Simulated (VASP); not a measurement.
An input for Ansatz (written as the equivalent of a VASP run, and not itself run):

Ansatz 0.2 input:
```yaml
crystal:
  lattice:
    - [0.0000000, 2.7450492, 2.7450492]
    - [2.7450492, 0.0000000, 2.7450492]
    - [2.7450492, 2.7450492, 0.0000000]
  atoms:
    - { symbol: Ca, position: [1.0000000, 0.0000000, 0.0000000] }
    - { symbol: F, position: [0.2500000, 0.2500000, 0.2500000] }
    - { symbol: F, position: [0.7500000, 0.7500000, 0.7500000] }
kpoints:
  mp_grid: { grid: [6, 6, 6] }
hamiltonian:
  xc: pbe
  pseudopotentials: { kind: paw }
scf:
  occupations: { method: gaussian, width: 0.05 }
  max_iter: 100
relax:
  max_steps: 40
  f_tol: 0.01
  cell: { p_target: 1 }
output: { forces: true, stress: true, eigenvalues: true }
```

Task: Write the VASP files for the same calculation (PBE).

Result: This is not unique; one that fits is 
**POSCAR**
```
CaF2
1.0
  0.0000000000   2.7450491865   2.7450491865
  2.7450491865   0.0000000000   2.7450491865
  2.7450491865   2.7450491865   0.0000000000
Ca F
1 2
Cart
  0.0000000000   2.7450491865   2.7450491865
  1.3725245933   1.3725245933   1.3725245933
  4.1175737797   4.1175737797   4.1175737797
```

**INCAR**
```
ALGO = Normal
EDIFF = 1E-7
EDIFFG = -0.01
ENCUT = 600
GGA = PE
IBRION = 2
ISIF = 3
ISMEAR = 0
LASPH = .True.
LCHARG = .False.
LREAL = .False.
LWAVE = .False.
NELM = 100
NSW = 40
PREC = Accurate
PSTRESS = 10
SIGMA = 0.05
SYSTEM = CaF2
```

File KPOINTS:
```
Automatic mesh
0
Gamma
6 6 6
0 0 0
```

POTCAR, in this order: Ca_sv F (PBE.64 set). Program: vasp_std.

What does not carry over: each code has its own PAW files, so the cut-off isn't converted (ENCUT is set for VASP's; basis.ecutwfc is left out, and Ansatz then takes the one that its files recommend); Ansatz stops its SCF on the density residual and VASP on the energy change (EDIFF).

The compound is CaF2 in the fluorite structure. It was relaxed first under an external pressure of 1 GPa.
